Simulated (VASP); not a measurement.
Here is the system:

```xyz
1
Lattice="-1.5933 1.5933 1.5933 1.5933 -1.5933 1.5933 1.5933 1.5933 -1.5933" Properties=species:S:1:pos:R:3 pbc="T T T"
Ta     0.0000     0.0000     0.0000
```

These are PBE GGA, VASP's PBE PAW potentials (set 64) (plane waves; VASP) values and carry that method's errors. Run with 500 eV cut-off, 16×16×16 Γ-centred mesh, first-order Methfessel-Paxton smearing of 0.10 eV, potentials Ta_pv.

Energy and stress use the plane-wave basis of the starting cell.

Q: The ions, cell shape and volume at an external pressure of 45.0 GPa are relaxed. Give the cell that the relaxation ends in.

A: 
```xyz
1
Lattice="-1.5686 1.5686 1.5686 1.5686 -1.5686 1.5686 1.5686 1.5686 -1.5686" Properties=species:S:1:pos:R:3 pbc="T T T"
Ta     0.0000     0.0000     0.0000
```
Space group Im-3m (229), at a tolerance of 0.03 Å.

Q: How do energy and volume change from the first to the last step?

A: The energy (σ→0) changes by +172.4 meV/atom and the volume by -4.6 %, in 5 ionic steps.

| step | E(σ→0) (eV) | max force (eV/Å) | pressure (GPa) | volume (Å³) |
|---|---|---|---|---|
| 1 | -11.6264 | 0.000 | 29.93 | 16.18 |
| 2 | -10.1184 | 0.000 | 132.82 | 12.87 |
| 3 | -11.4724 | 0.000 | 43.61 | 15.50 |
| 4 | -11.4581 | 0.000 | 44.79 | 15.45 |
| 5 | -11.4540 | 0.000 | 45.10 | 15.44 |

The compound is Ta in the bcc structure. This run relaxes it under an external pressure of 45 GPa. Symmetry was kept, so distortions that lower it aren't found.
